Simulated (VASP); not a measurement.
The system is F2AlI, in a box.

```
F Al I
1.0
    12.00000    0.00000    0.00000
     0.00000   12.00000    0.00000
     0.00000    0.00000   12.00000
F Al I
2 1 1
Direct
  0.61134 0.57734 0.59910
  0.54220 0.38173 0.49103
  0.52919 0.51593 0.50963
  0.39082 0.62177 0.40656
```

Program: VASP 6.6.1. Alike in all runs: task single point; potentials or basis VASP PAW PBE potentials, release 64 (F, Al, I); no spin polarisation; cell as given; k mesh 1 × 1 × 1; cutoff (eV) 520; smearing gaussian 0.01 eV. Hardware: 1 thread of Intel(R) Xeon(R) Platinum 8375C CPU @ 2.90GHz (Ice Lake) (shared host).

Order these runs on this cell by their wall time, lowest first.
A. level revPBE+D4
B. level PBE0+D3(BJ); grid for exact exchange (PRECFOCK) Fast; exchange at q = 0 truncated
C. level vdW-DF2

A (110 s), B (330 s), C (1400 s).

Runs at the PBE level aren't shown here.
